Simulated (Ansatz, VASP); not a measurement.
# H2C4SCl2O2 (H2C4SCl2O2 (C2/c)) in two plane-wave programs, part 2 of 2

Wanted: the spread between two codes on one cell, functional and k mesh. Of the first pair: The structure shown is the start of the Ansatz relaxation below; VASP solves that cell, so the two are compared at the walk's first step.

VASP 6.6.1 and Ansatz 0.2.0.

So far. Step 3 (VASP: single point, PBE with D3(BJ), start cell, pair 1): The run ends at a pressure of -5.63 GPa, with forces up to 1.6 eV/Å.

## 5. Ansatz: relaxation, PBE with D3(BJ)

Level of this step: Ansatz beside VASP: Kohn-Sham DFT, plane waves, PBE with D3(BJ) (Ansatz).

This run makes the geometry at which the two programs are then compared.

The structure compared here is the end of the Ansatz relaxation.

The input, input.yaml:

```yaml
crystal:
  lattice:
    - [15.69654, 0.00072, -0.11667]
    - [0.0005, 10.49745, 0.00087]
    - [-0.22129, 0.00143, 17.39268]
  atoms:
    - { symbol: H, position: [0.32381, 0.33348, 0.08648] }
    - { symbol: H, position: [0.17695, 0.33319, 0.16335] }
    - { symbol: H, position: [0.07374, 0.8336, 0.08646] }
    - { symbol: H, position: [0.42629, 0.8335, 0.16348] }
    - { symbol: H, position: [0.17655, 0.66672, 0.41343] }
    - { symbol: H, position: [0.32346, 0.66679, 0.33663] }
    - { symbol: H, position: [0.42665, 0.16665, 0.41343] }
    - { symbol: H, position: [0.07352, 0.16652, 0.33656] }
    - { symbol: C, position: [0.07237, 0.0415, 0.0877] }
    - { symbol: C, position: [0.42778, 0.04139, 0.16226] }
    - { symbol: C, position: [0.32238, 0.54137, 0.08771] }
    - { symbol: C, position: [0.17801, 0.5411, 0.16211] }
    - { symbol: C, position: [0.4279, 0.95875, 0.41222] }
    - { symbol: C, position: [0.07224, 0.95861, 0.33777] }
    - { symbol: C, position: [0.17787, 0.45883, 0.41227] }
    - { symbol: C, position: [0.32224, 0.45888, 0.33785] }
    - { symbol: C, position: [0.04133, 0.92267, 0.10369] }
    - { symbol: C, position: [0.45874, 0.92253, 0.14625] }
    - { symbol: C, position: [0.29139, 0.42252, 0.10373] }
    - { symbol: C, position: [0.20921, 0.42237, 0.14611] }
    - { symbol: C, position: [0.459, 0.07753, 0.3962] }
    - { symbol: C, position: [0.04116, 0.07741, 0.35378] }
    - { symbol: C, position: [0.20894, 0.57763, 0.39623] }
    - { symbol: C, position: [0.29112, 0.57766, 0.35386] }
    - { symbol: S, position: [0.2501, 0.66341, 0.12491] }
    - { symbol: S, position: [0.00015, 0.16359, 0.12495] }
    - { symbol: S, position: [0.25009, 0.33667, 0.37508] }
    - { symbol: S, position: [3.0e-05, 0.83644, 0.37495] }
    - { symbol: Cl, position: [0.16294, 0.08929, 0.04099] }
    - { symbol: Cl, position: [0.33728, 0.0893, 0.20903] }
[... 140 atom lines left out ...]
    - { symbol: O, position: [0.95828, 0.23588, 0.56138] }
    - { symbol: O, position: [0.54174, 0.23583, 0.68869] }
    - { symbol: O, position: [0.79175, 0.26404, 0.93869] }
    - { symbol: O, position: [0.70845, 0.26404, 0.8114] }
    - { symbol: O, position: [0.5417, 0.76411, 0.93863] }
    - { symbol: O, position: [0.9583, 0.76428, 0.81139] }
kpoints:
  mp_grid: { grid: [1, 1, 1] }
hamiltonian:
  xc: pbe
  dispersion: d3bj
scf:
  occupations: { method: fixed }
output:
  forces: true
  eigenvalues: true
  stress: true
relax:
  f_tol: 0.05
  max_steps: 70
```

The run is started by

```
$ ansatz run input.yaml --threads 4 --pin off --max-ram 8192MiB --backend cpu --events-out ev --progress --plain --runs-dir out
```

Numbers of over 12 decimals in the logs are rounded to 6 here.

The log of the run:

```text
[...]
Crystal: 176 atoms, lattice volume = 2865.584 Å³
Basis set: ecut = 420 eV, 56045 PW (Γ), exchange–correlation on 216×144×240 points (8 copies of the dense FFT grid, shifted against one another)
Bands: 576, of which v1, the nominal top of the filled ones, is band 400 counted from 1 (399 counted from 0)
Symmetry: 1 space group operations
[...]
k-points: 1
[...]
- { symbol: S, position: [0.750003, 0.338747, 0.874922] }
    - { symbol: S, position: [0.500010, 0.838745, 0.874866] }
[...]
- { symbol: Cl, position: [0.840756, 0.912323, 0.958044] }
    - { symbol: Cl, position: [0.659314, 0.912248, 0.791797] }
    - { symbol: Cl, position: [0.590729, 0.412236, 0.958025] }
    - { symbol: Cl, position: [0.909262, 0.412367, 0.791831] }
[...]
- { symbol: O, position: [0.791392, 0.267911, 0.937128] }
    - { symbol: O, position: [0.708630, 0.267968, 0.812703] }
    - { symbol: O, position: [0.541388, 0.767905, 0.937077] }
    - { symbol: O, position: [0.958613, 0.767997, 0.812734] }
```

## 6. VASP: single point, PBE with D3(BJ), relaxed cell, pair 2

The same cell, functional and mesh now go to VASP, with its own data sets.

The input, INCAR:

```
SYSTEM = H2C4SCl2O2
PREC = Accurate
ENCUT = 600
EDIFF = 1E-06
NELM = 120
ISMEAR = 0
SIGMA = 0.01
LREAL = Auto
ALGO = Normal
GGA = PE
IVDW = 12
NBANDS = 523
LORBIT = 11
LWAVE = .FALSE.
LCHARG = .FALSE.
ISIF = 2
LASPH = .TRUE.
GGA_COMPAT = .FALSE.
EFERMI = MIDGAP
```

The input, POSCAR:

```
H2C4SCl2O2
1.0
   15.6965400000      0.0007200000     -0.1166700000
    0.0005000000     10.4974500000      0.0008700000
   -0.2212900000      0.0014300000     17.3926800000
H C S Cl O
32 64 16 32 32
Direct
    0.3220300000      0.3370300000      0.0870900000
    0.1782600000      0.3369400000      0.1628600000
    0.0720300000      0.8370400000      0.0871900000
    0.4281000000      0.8370400000      0.1630200000
    0.1781700000      0.6630200000      0.4129600000
    0.3219400000      0.6630300000      0.3371800000
    0.4281700000      0.1630600000      0.4128100000
    0.0719000000      0.1630000000      0.3369800000
    0.3218600000      0.3369500000      0.5870600000
    0.1780900000      0.3370300000      0.6628300000
    0.0719500000      0.8370700000      0.5871700000
    0.4281200000      0.8370600000      0.6630200000
    0.1781000000      0.6630600000      0.9128600000
    0.3218800000      0.6631100000      0.8371100000
    0.4281800000      0.1630500000      0.9127400000
    0.0718800000      0.1630600000      0.8370300000
    0.8219300000      0.3369600000      0.0871700000
    0.6781600000      0.3369900000      0.1629300000
    0.5718600000      0.8369100000      0.0872500000
    0.9282600000      0.8369700000      0.1629500000
    0.6781700000      0.6630000000      0.4128300000
    0.8219100000      0.6629700000      0.3370100000
    0.9281500000      0.1630300000      0.4127700000
    0.5719500000      0.1630300000      0.3370500000
    0.8218800000      0.3369800000      0.5871700000
    0.6781400000      0.3370500000      0.6629700000
    0.5718800000      0.8369900000      0.5872400000
    0.9281900000      0.8370400000      0.6629600000
    0.6781000000      0.6630000000      0.9128700000
    0.8218600000      0.6630600000      0.8370800000
[... 140 atom lines left out ...]
    0.9586300000      0.2321400000      0.5628400000
    0.5414500000      0.2320900000      0.6873000000
    0.7913900000      0.2679100000      0.9371300000
    0.7086300000      0.2679700000      0.8127000000
    0.5413900000      0.7679000000      0.9370800000
    0.9586100000      0.7680000000      0.8127300000
```

The input, KPOINTS:

```
Automatic mesh
0
Gamma
1 1 1
0 0 0
```

PAW data sets: H, C, S, Cl and O (PBE family, release 64).

The run is started by

```
$ export OMP_NUM_THREADS=3
$ mpirun -np 1 vasp_gam
```

The log of the run:

```text
[... set-up lines as in an earlier step ...]
 entering main loop
       N       E                     dE             d eps       ncg     rms          rms(c)
DAV:   1     0.894743019492E+04    0.89474E+04   -0.44762E+05  1046   0.160E+03
DAV:   2     0.999079256674E+02   -0.88475E+04   -0.84609E+04  1588   0.344E+02
DAV:   3    -0.108114872579E+04   -0.11811E+04   -0.11676E+04  1228   0.137E+02
DAV:   4    -0.112041560530E+04   -0.39267E+02   -0.39012E+02  1276   0.263E+01
[...]
DAV:  16    -0.101111814913E+04   -0.34819E-05   -0.59688E-06  1164   0.389E-03    0.103E-02
DAV:  17    -0.101111815218E+04   -0.30553E-05   -0.29284E-06   916   0.269E-03    0.212E-03
DAV:  18    -0.101111815235E+04   -0.16476E-06   -0.56258E-07   660   0.142E-03
   1 F= -.10285969E+04 E0= -.10285969E+04  d E =0.000000E+00
```

From OUTCAR (step 6):

```text
  FREE ENERGIE OF THE ION-ELECTRON SYSTEM (eV)
  ---------------------------------------------------
  free  energy   TOTEN  =     -1028.5969305429 eV

  energy  without entropy=    -1028.5969305429  energy(sigma->0) =    -1028.59693054
```

The run ends at a pressure of -0.97 GPa, with forces up to 0.25 eV/Å.

## 7. Comparison

What differs besides the data sets and the points named for the pairs above, as far as they apply: the cutoff is 420 eV in Ansatz and 600 eV in VASP (PREC = Accurate, projectors in real space). Total energies have different zeros and are not compared.

Both answers:

| quantity | Ansatz | VASP | difference |
| --- | --- | --- | --- |
| pressure (GPa) | -0.44 | -0.97 | +0.53 |
| gap on the k mesh (eV) | 2.267 | 2.272 | -0.006 |

Forces on 7 of the 176 atoms, those with the largest forces and the largest differences (eV/Å; atoms numbered as in POSCAR):

| atom | Ansatz x, y, z | VASP x, y, z |
| --- | --- | --- |
| O148 | -0.002, -0.009, -0.009 | -0.105, -0.117, -0.184 |
| O151 | -0.002, 0.010, -0.009 | -0.105, 0.119, -0.183 |
| O161 | 0.002, -0.009, 0.008 | 0.109, -0.119, 0.186 |
| O167 | -0.002, 0.009, -0.009 | -0.105, 0.119, -0.184 |
| O169 | 0.002, -0.010, 0.009 | 0.108, -0.120, 0.184 |
| O173 | -0.002, 0.010, -0.009 | -0.107, 0.118, -0.184 |
| O176 | 0.003, 0.009, 0.010 | 0.107, 0.118, 0.187 |

The forces differ by 87 meV/Å r.m.s., where the r.m.s. force is 0.008 eV/Å in Ansatz and 0.086 eV/Å in VASP: the atoms lie near their places of rest in Ansatz, so a percentage would say little (all taken over all components). A gap on the mesh is an upper bound, since the band edges may lie between its points.

## 8. Summary of results

```json
{
  "r.m.s. force difference (single point, PBE with D3(BJ), start cell, pair 1)": "11 % of the r.m.s. force",
  "r.m.s. force difference (single point, PBE with D3(BJ), relaxed cell, pair 2)": "87 meV/Å",
  "difference in pressure (single point, PBE with D3(BJ), relaxed cell, pair 2)": "0.53 GPa"
}
```

**Reading.** The r.m.s. force difference is 87 meV/Å (single point, PBE with D3(BJ), relaxed cell, pair 2), beyond the 12 meV/Å picked in this series as the mark of a large difference. What causes the difference of the single point, PBE with D3(BJ), start cell, pair 1 pair stays open here. What causes the difference of the single point, PBE with D3(BJ), relaxed cell, pair 2 pair stays open here. How closely two codes agree says nothing of how well the functional describes the real material.

[Lines on the potential files, build, host, timing and source positions are cut from VASP's logs without a mark.]

[Logs are printed without paths, hosts, clocks, repeated set-up lines and the standing remarks that a program may print on its own settings, such as how far it seeks lower states.]

[Hosts, paths, dates, database ids (printed as entryN), source tags and the programs' standing remarks are cut or masked in the printed files.]
